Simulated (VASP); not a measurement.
# AlW3C4 (Pmm2) in VASP: reference runs

Reference runs on AlW3C4: the cell as given and a disturbed copy.

Program: VASP 6.6.1. These are calculated values, not measurements. Logs are shortened: lines on timing, memory, paths and dates and some standing lists are left out, and cuts for length are marked.

## 1. The crystal as given

It takes space group Pmm2 (No. 25, orthorhombic). Conventional cell: a = 2.832 Å, b = 2.947 Å, c = 10.138 Å, α = 90.00°, β = 90.00°, γ = 90.00°. W (site symmetry mm2) has 6 C at 2.15 to 2.21 Å as nearest neighbours. W (site symmetry mm2) is surrounded by 6 C at 2.20 to 2.21 Å. W (site symmetry mm2) is surrounded by 6 C at 2.19 to 2.20 Å. Around Al (site symmetry mm2) lie 6 C at 2.19 to 2.36 Å. Around C (site symmetry mm2) lie 4 W at 2.19 Å and 2 Al at 2.36 Å. C (site symmetry mm2) has 2 W at 2.15 Å and 4 Al at 2.19 Å as nearest neighbours. C (site symmetry mm2) is surrounded by 6 W at 2.20 to 2.21 Å. C (site symmetry mm2) has 6 W at 2.20 to 2.21 Å as nearest neighbours.

The cell comes from a database or a generator and needn't be the stable form of this composition.

## 2. Single point, PBE

INCAR reads:

```
  ALGO = Normal
  EDIFF = 1E-7
  ENCUT = 520
  GGA = PE
  ISIF = 2
  ISMEAR = -1
  LASPH = T
  LCHARG = F
  LREAL = F
  LWAVE = F
  NBANDS = 40
  NELM = 80
  PREC = Accurate
  SIGMA = 0.05
```

KPOINTS reads:

```
k-points
0
Gamma
  9 9 3
```

POSCAR reads:

```
AlW3C4
1.0
    2.8323640000      0.0000000000      0.0000000000
    0.0000000000      2.9474060000      0.0000000000
    0.0000000000      0.0000000000     10.1379520000
W Al C
3 1 4
Direct
    0.0000000000      0.5000000000      0.5016550000
    0.0000000000      0.0000000000      0.2513470000
    0.0000000000      0.5000000000      0.0018810000
    0.0000000000      0.0000000000      0.7388960000
    0.5000000000      0.0000000000      0.9255220000
    0.5000000000      0.5000000000      0.6616870000
    0.5000000000      0.0000000000      0.4176690000
    0.5000000000      0.5000000000      0.1680440000
```

Potentials or basis: VASP PAW PBE potentials, release 64 (W_sv, Al, C).

Command:

```sh
$ cat potpaw_PBE.64/W_sv/POTCAR potpaw_PBE.64/Al/POTCAR potpaw_PBE.64/C/POTCAR > POTCAR
$ mpirun -np 1 vasp_std > vasp.out
```

OUTCAR:

```text
EDIFF = 1E-7
   ENCUT = 520
   GGA = PE
   ISIF = 2
   ISMEAR = -1
   LASPH = T
   LREAL = F
   NELM = 80
   PREC = Accurate

 ion  position               nearest neighbor table
   1  0.000  0.500  0.502-   6 2.15   6 2.15   7 2.21   7 2.21   7 2.21   7 2.21   4 2.82   4 2.82
                             2 2.93   2 2.93
   2  0.000  0.000  0.251-   7 2.20   7 2.20   8 2.21   8 2.21   8 2.21   8 2.21   3 2.93   3 2.93
                             1 2.93   1 2.93
   3  0.000  0.500  0.002-   5 2.19   5 2.19   5 2.19   5 2.19   8 2.20   8 2.20   2 2.93   2 2.93
                             4 3.05   4 3.05
   4  0.000  0.000  0.739-   6 2.19   6 2.19   6 2.19   6 2.19   5 2.36   5 2.36   1 2.82   1 2.82
                             3 3.05   3 3.05
   5  0.500  0.000  0.926-   3 2.19   3 2.19   3 2.19   3 2.19   4 2.36   4 2.36
   6  0.500  0.500  0.662-   1 2.15   1 2.15   4 2.19   4 2.19   4 2.19   4 2.19
   7  0.500  0.000  0.418-   2 2.20   2 2.20   1 2.21   1 2.21   1 2.21   1 2.21
   8  0.500  0.500  0.168-   3 2.20   3 2.20   2 2.21   2 2.21   2 2.21   2 2.21

  LATTYP: Found a simple orthorhombic cell.
 ALAT       =     2.8323640000
 B/A-ratio  =     1.0406169546
 C/A-ratio  =     3.5793252562

  Lattice vectors:

 A1 = (   2.8323640000,   0.0000000000,   0.0000000000)
 A2 = (   0.0000000000,   2.9474060000,   0.0000000000)
 A3 = (   0.0000000000,   0.0000000000,  10.1379520000)

Analysis of symmetry for initial positions (statically):
=====================================================================
 Subroutine PRICEL returns:
 Original cell was already a primitive cell.

 Routine SETGRP: Setting up the symmetry group for a
 simple orthorhombic supercell.

 Subroutine GETGRP returns: Found  4 space group operations
 (whereof  4 operations were pure point group operations)
 out of a pool of  8 trial point group operations.

The static configuration has the point symmetry C_2v.

Analysis of symmetry for dynamics (positions and initial velocities):
=====================================================================
 Subroutine PRICEL returns:
 Original cell was already a primitive cell.

 Routine SETGRP: Setting up the symmetry group for a
 simple orthorhombic supercell.

 Subroutine GETGRP returns: Found  4 space group operations
 (whereof  4 operations were pure point group operations)
 out of a pool of  8 trial point group operations.

The dynamic configuration has the point symmetry C_2v.

 Subroutine INISYM returns: Found  4 space group operations
 (whereof  4 operations are pure point group operations),
 and found     1 'primitive' translations

----------------------------------------------------------------------------------------

                                     Primitive cell

  volume of cell :      84.6329

  direct lattice vectors                    reciprocal lattice vectors
     2.832364000  0.000000000  0.000000000     0.353061965  0.000000000  0.000000000
     0.000000000  2.947406000  0.000000000     0.000000000  0.339281388  0.000000000
     0.000000000  0.000000000 10.137952000     0.000000000  0.000000000  0.098639252

  length of vectors
     2.832364000  2.947406000 10.137952000     0.353061965  0.339281388  0.098639252

  position of ions in fractional coordinates (direct lattice)
     0.000000000  0.500000000  0.501655000
     0.000000000  0.000000000  0.251347000
     0.000000000  0.500000000  0.001881000
     0.000000000  0.000000000  0.738896000
     0.500000000  0.000000000  0.925522000
     0.500000000  0.500000000  0.661687000
     0.500000000  0.000000000  0.417669000
     0.500000000  0.500000000  0.168044000

  ion indices of the primitive-cell ions
   primitive index   ion index
                 1           1
                 2           2
                 3           3
                 4           4
                 5           5
                 6           6
                 7           7
                 8           8

----------------------------------------------------------------------------------------

 KPOINTS: k-points

Automatic generation of k-mesh.
 Grid dimensions read from file:
 generate k-points for:    9    9    3

 Generating k-lattice:

  Cartesian coordinates                     Fractional coordinates (reciprocal lattice)
     0.039229107  0.000000000  0.000000000     0.111111111  0.000000000  0.000000000
     0.000000000  0.037697932  0.000000000     0.000000000  0.111111111  0.000000000
     0.000000000  0.000000000  0.032879751     0.000000000  0.000000000  0.333333333

  Length of vectors
     0.039229107  0.037697932  0.032879751

  Shift w.r.t. Gamma in fractional coordinates (k-lattice)
     0.000000000  0.000000000  0.000000000

 Subroutine IBZKPT returns following result:
 ===========================================

 Found     50 irreducible k-points:

 Following reciprocal coordinates:
            Coordinates               Weight
  0.000000  0.000000  0.000000      1.000000
  0.111111  0.000000  0.000000      2.000000
  0.222222  0.000000  0.000000      2.000000
  0.333333  0.000000  0.000000      2.000000
  0.444444  0.000000  0.000000      2.000000
  0.000000  0.111111  0.000000      2.000000
[... 16 lines left out ...]
  0.222222  0.444444  0.000000      4.000000
  0.333333  0.444444  0.000000      4.000000
 [... further k-points ...]
   k-points           NKPTS =     50   k-points in BZ     NKDIM =     50   number of bands    NBANDS=     40
   number of dos      NEDOS =    301   number of ions     NIONS =      8
   total plane-waves  NPLWV =  46080
   dimension x,y,z NGX =    24 NGY =   24 NGZ =   80
   dimension x,y,z NGXF=    48 NGYF=   48 NGZF=  160
   ions per type =               3   1   4
   NGX,Y,Z   is equivalent  to a cutoff of  14.09, 13.54, 13.12 a.u.
   NGXF,Y,Z  is equivalent  to a cutoff of  28.17, 27.07, 26.24 a.u.
 SYSTEM =  unknown system
   PREC   = accura    normal or accurate (medium, high low for compatibility)
   ISTART =      0    job   : 0-new  1-cont  2-samecut
   ICHARG =      2    charge: 1-file 2-atom 10-const
   ISPIN  =      1    spin polarized calculation?
   LNONCOLLINEAR =      F non collinear calculations
   LSORBIT =      F    spin-orbit coupling
   LASPH  =      T    aspherical Exc in radial PAW
   ENCUT  =  520.0 eV  38.22 Ry    6.18 a.u.   5.27  5.48 18.85*2*pi/ulx,y,z
   NELM   =     80;   NELMIN=  2; NELMDL= -5     # of ELM steps
   EDIFF  = 0.1E-06   stopping-criterion for ELM
   LREAL  =      F    real-space projection
   EDIFFG = 0.1E-05   stopping-criterion for IOM
   NSW    =      0    number of steps for IOM
   IBRION =     -1    ionic relax: 0-MD 1-quasi-New 2-CG
   NFREE  =      0    steps in history (QN), initial steepest desc. (CG)
   ISIF   =      2    stress and relaxation
   ISYM   =      2    0-nonsym 1-usesym 2-fastsym
   POTIM  = 0.5000    time-step for ionic-motion
   TEBEG  =    0.0;   TEEND  =   0.0 temperature during run
   PSTRESS=    0.0 pullay stress
   NELECT =      61.0000    total number of electrons
   NUPDOWN=      -1.0000    fix difference up-down
   EMIN   =  10.00;   EMAX   =-10.00  energy-range for DOS
   EFERMI =   0.00;   METHOD = LEGACY
   ISMEAR =    -1;   SIGMA  =   0.05  broadening in eV -4-tet -1-fermi 0-gaus
   EFERMI_NEDOS =   21; number of points for ismear=-14 and -15
   IALGO  =     38    algorithm
   IMIX   =      4    mixing-type and parameters
     AMIX     =   0.40;   BMIX     =  1.00
     AMIX_MAG =   1.60;   BMIX_MAG =  1.00
  volume/ion in A,a.u.               =      10.58        71.39
  Fermi-wavevector in a.u.,A,eV,Ry     =   1.467816  2.773771 29.313542  2.154485
  Thomas-Fermi vector in A             =   2.583389
   LORBIT       =      0    0 simple, 1 ext, 2 COOP (PROOUT), +10 PAW based schemes
   GGA     = PE    functional components
   LHFCALC =     F    Hartree Fock is set to
   AEXX    =    0.0000 exact exchange contribution
   IVDW    =     0    specifies the selected vdW correction
   LEPSILON=     F    determine dielectric tensor
   LRPA    =     F    only Hartree local field effects (RPA)
 non-spin polarized calculation
  energy-cutoff  :      520.00
  volume of cell :       84.63
 maximum number of plane-waves:      2305
 NGX is ok and might be reduce to    24
   NGX = 11   NGY = 11   NGZ = 37

 number of electron      61.0000005 magnetization

 Free energy of the ion-electron system (eV)
  ---------------------------------------------------
  ext. energy  EPLUGINS =         0.00000000
  ---------------------------------------------------
  free energy    TOTEN  =       -78.13904453 eV

  energy without entropy =      -78.11467629  energy(sigma->0) =      -78.12686041

 E-fermi :  10.1883     XC(G=0): -13.0728

 val. band max:       10.1576155422   @ k =   0.2222   0.2222   0.3333
 cond. band min:      10.1904570192   @ k =   0.4444   0.2222   0.0000
 fundamental gap:      0.0328414770
 Fermi energy:        10.1882833579

 k-point     1 :       0.0000    0.0000    0.0000
  band No.  band energies     occupation
      1     -64.0974      2.00000
      2     -63.8091      2.00000
      3     -63.7205      2.00000
      4     -28.5554      2.00000
      5     -28.1768      2.00000
      6     -28.0604      2.00000
[... 32 lines left out ...]
     39      14.8239      0.00000
     40      14.9543      0.00000

 k-point     2 :       0.1111    0.0000    0.0000
  band No.  band energies     occupation
      1     -64.0926      2.00000
      2     -63.8043      2.00000
      3     -63.7157      2.00000
      4     -28.5439      2.00000
      5     -28.1658      2.00000
      6     -28.1040      2.00000
[... 935 lines left out ...]
     39      14.9541      0.00000
     40      15.9388      0.00000

 k-point    24 :       0.3333    0.4444    0.0000
  band No.  band energies     occupation
      1     -64.0434      2.00000
      2     -63.7542      2.00000
      3     -63.6683      2.00000
      4     -28.4907      2.00000
      5     -28.4783      2.00000
      6     -28.4383      2.00000
[... 32 lines left out ...]
     39      15.3907      0.00000
     40      16.2297      0.00000

 [... further k-points ...]

------------------------ aborting loop because EDIFF is reached ----------------------------------------

  FORCE on cell =-STRESS in cart. coord.  units (eV):
  Direction    XX          YY          ZZ          XY          YZ          ZX
  --------------------------------------------------------------------------------------
  -------------------------------------------------------------------------------------
  Total       -0.8327074     -0.6157476     -0.2264094      0.0000000      0.0000000      0.0000000
  in kB      -15.7639020    -11.6566585     -4.2861340      0.0000000      0.0000000      0.0000000
  external PRESSURE =     -10.5688981 kB  Pullay stress =       0.0000000 kB

 VOLUME and BASIS-vectors are now :
 -----------------------------------------------------------------------------
  energy-cutoff  :      520.00
  volume of cell :       84.63
      direct lattice vectors                 reciprocal lattice vectors
     2.832364000  0.000000000  0.000000000     0.353061965  0.000000000  0.000000000
     0.000000000  2.947406000  0.000000000     0.000000000  0.339281388  0.000000000
     0.000000000  0.000000000 10.137952000     0.000000000  0.000000000  0.098639252

 POSITION                                       TOTAL-FORCE (eV/Angst)
 -----------------------------------------------------------------------------------
      0.00000      1.47370      5.08575         0.000000      0.000000     -0.031365
      0.00000      0.00000      2.54814         0.000000      0.000000      0.020873
      0.00000      1.47370      0.01907         0.000000      0.000000      0.008783
      0.00000      0.00000      7.49089         0.000000      0.000000      0.071393
      1.41618      0.00000      9.38290         0.000000      0.000000      0.061442
      1.41618      1.47370      6.70815         0.000000      0.000000     -0.112788
      1.41618      0.00000      4.23431         0.000000      0.000000     -0.012283
      1.41618      1.47370      1.70362         0.000000      0.000000     -0.006054
 -----------------------------------------------------------------------------------
    total drift:                                0.000000      0.000000     -0.000083

  FREE ENERGIE OF THE ION-ELECTRON SYSTEM (eV)
  ---------------------------------------------------
  free  energy   TOTEN  =       -78.1390445325 eV

  energy  without entropy=      -78.1146762888  energy(sigma->0) =      -78.12686041
```

Run time: 3.4 min. Hardware: 1 thread of Intel Xeon Platinum 8259CL at 2.50GHz (Skylake/Cascade Lake), shared host; peak memory 0.29 GiB.

Results:

```yaml
Free_energy: -78.1390 eV
Pressure: -1.1 GPa
Largest_force: 0.113 eV/Å
Band_gap_on_the_k_mesh: none (metal or under the smearing width)
```

Forces in eV/Å, atoms in the order of the input:
```
W    0.000  0.000 -0.031
W    0.000  0.000  0.021
W    0.000  0.000  0.009
Al   0.000  0.000  0.071
C    0.000  0.000  0.061
C    0.000  0.000 -0.113
C    0.000  0.000 -0.012
C    0.000  0.000 -0.006
```

The run has no spin-orbit coupling, so splittings on W are missing.

## 3. Single point, PBE (atoms moved at random, drawn with an rms of 0.05 Å)

INCAR reads:

```
ALGO = Normal
EDIFF = 1E-7
ENCUT = 520
GGA = PE
ISIF = 2
ISMEAR = -1
LASPH = T
LCHARG = T
LELF = T
LREAL = F
LVHAR = T
LWAVE = F
NBANDS = 40
NELM = 80
PREC = Accurate
SIGMA = 0.05
```

KPOINTS is that of step 2.

POSCAR reads:

```
AlW3C4
1.0
    2.8323640000      0.0000000000      0.0000000000
    0.0000000000      2.9474060000      0.0000000000
    0.0000000000      0.0000000000     10.1379520000
W Al C
3 1 4
Direct
    0.0117730000      0.4957180000      0.5040500000
    0.0098440000     -0.0015030000      0.2528170000
    0.0005350000      0.4940680000      0.0026580000
    0.0009090000     -0.0062740000      0.7377350000
    0.5021430000      0.0067120000      0.9319880000
    0.4977630000      0.5028660000      0.6623260000
    0.4940830000     -0.0011560000      0.4171550000
    0.5036100000      0.4840960000      0.1618540000
```

Potentials or basis: VASP PAW PBE potentials, release 64 (W_sv, Al, C).

Command:

```sh
$ cat potpaw_PBE.64/W_sv/POTCAR potpaw_PBE.64/Al/POTCAR potpaw_PBE.64/C/POTCAR > POTCAR
$ mpirun -np 1 vasp_std > vasp.out
```

It took 8.2 min on 1 thread of Intel Xeon Platinum 8259CL at 2.50GHz (Skylake/Cascade Lake), shared host; peak memory 0.44 GiB.

The run converged. Its results:

| Property | Result |
| --- | --- |
| Free energy | -78.0152 eV |
| Pressure | 0.5 GPa |
| Largest force | 1.540 eV/Å |
| Band gap on the k mesh | none (metal or under the smearing width) |

Forces in eV/Å, atoms in the order of the input:
```
W   -0.697  0.183 -0.653
W   -0.394 -0.432 -0.598
W    0.148  0.401 -0.153
Al  -0.036  0.086  0.168
C   -0.019 -0.582 -0.639
C    0.301 -0.051  0.196
C    0.639 -0.139  0.234
C    0.057  0.536  1.443
```

Stress tensor (GPa, compression positive):
```
 0.23  0.00  0.36
 0.00 -0.45  0.27
 0.36  0.27  1.82
```

Levels at points of the mesh, in eV from the Fermi level:
```csv
k point,band 28,band 29,band 30,band 31,band 32,band 33
"(0.00, 0.00, 0.00)",-0.98,-0.68,-0.51,0.03,2.23,2.61
```

The run has no spin-orbit coupling, so splittings on W are missing.
